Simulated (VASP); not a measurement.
An input for Ansatz (written as the equivalent of a VASP run, and not itself run):

Ansatz 0.2 input:
```yaml
crystal:
  lattice:
    - [5.7870940, 3.3411800, 1.6507600]
    - [-5.7870940, 3.3411800, 1.6507600]
    - [0.0000000, -6.6823610, 1.6507600]
  atoms:
    - { symbol: Se, position: [0.8491400, 0.7259100, 0.0927300] }
    - { symbol: Se, position: [0.1508600, 0.2740900, 0.9072700] }
    - { symbol: Se, position: [0.0927300, 0.8491400, 0.7259100] }
    - { symbol: Se, position: [0.9072700, 0.1508600, 0.2740900] }
    - { symbol: Se, position: [0.7259100, 0.0927300, 0.8491400] }
    - { symbol: Se, position: [0.2740900, 0.9072700, 0.1508600] }
kpoints:
  mp_grid: { grid: [1, 1, 1] }
hamiltonian:
  xc: pbesol
  pseudopotentials: { kind: paw }
scf:
  occupations: { method: fermi_dirac, width: 0.01 }
  max_iter: 100
output: { forces: true, stress: true, eigenvalues: true }
```

Task: Translate this input to VASP (INCAR, KPOINTS, POSCAR, choice of POTCAR).

Result: This is not unique; one that fits is 
**INCAR**
```
SYSTEM = Se
PREC = Accurate
ENCUT = 300
EDIFF = 1E-6
NELM = 100
ALGO = Normal
LREAL = .FALSE.
LASPH = .TRUE.
ISMEAR = -1
SIGMA = 0.01
GGA = PS
LMAXMIX = 4
LWAVE = .FALSE.
LCHARG = .FALSE.
ISIF = 2
```

**KPOINTS**
```
Automatic mesh
0
Gamma
1 1 1
0 0 0
```

### POSCAR
```
Se
1
    5.7870940000     3.3411800000     1.6507600000
   -5.7870940000     3.3411800000     1.6507600000
    0.0000000000    -6.6823610000     1.6507600000
Se
6
Direct
  0.8491400000   0.7259100000   0.0927300000
  0.1508600000   0.2740900000   0.9072700000
  0.0927300000   0.8491400000   0.7259100000
  0.9072700000   0.1508600000   0.2740900000
  0.7259100000   0.0927300000   0.8491400000
  0.2740900000   0.9072700000   0.1508600000
```

POTCAR, in this order: Se (PBE.64 set). Program: vasp_std.

What does not carry over: each code has its own PAW files, so the cut-off isn't converted (ENCUT is set for VASP's; basis.ecutwfc is left out, and Ansatz then takes the one that its files recommend); Ansatz stops its SCF on the density residual and VASP on the energy change (EDIFF).

The structure comes from a computed database's Se entry (R-3); how it stands against other phases isn't given here. The cell was not relaxed at this level. The k-mesh is coarse (spacing up to 1.42 per Å, 2π included), so the numbers may not be converged in it. The run is one of a series of settings (KPOINTS 1×1×1 Γ-centred mesh against the base run), some of them coarse on purpose.
